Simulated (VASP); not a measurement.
A cell of Sc (hcp) near equilibrium:

```xyz
2
Lattice="1.6659 -2.8855 0.0000 1.6659 2.8855 0.0000 0.0000 0.0000 5.1875" Properties=species:S:1:pos:R:3 pbc="T T T"
Sc     1.6659     0.9618     1.2969
Sc     1.6659    -0.9618     3.8906
```

These are r2SCAN meta-GGA, VASP's PBE PAW potentials (set 64) (plane waves; VASP) values and carry that method's errors.

```tsv
run	ΔE (meV/atom)	σxx	σyy	σzz	largest shear component, with its sign (GPa)	largest force (eV/Å)
as it is	0.0	-0.03	-0.03	0.04	0.00	0.000
after one change	2.8	-0.51	-0.51	-1.80	0.00	0.000
```
Stress is in GPa, positive when the cell is compressed.

Name the change that produced these shifts.
A) uniaxial strain of +2.0 % along z
B) uniaxial strain of +1.0 % along z
C) atom 1 (Sc) moved by -0.050 Å along x
D) biaxial strain of +3.0 % in the yz plane

A, uniaxial strain of +2.0 % along z

The compound is Sc in the hcp structure.
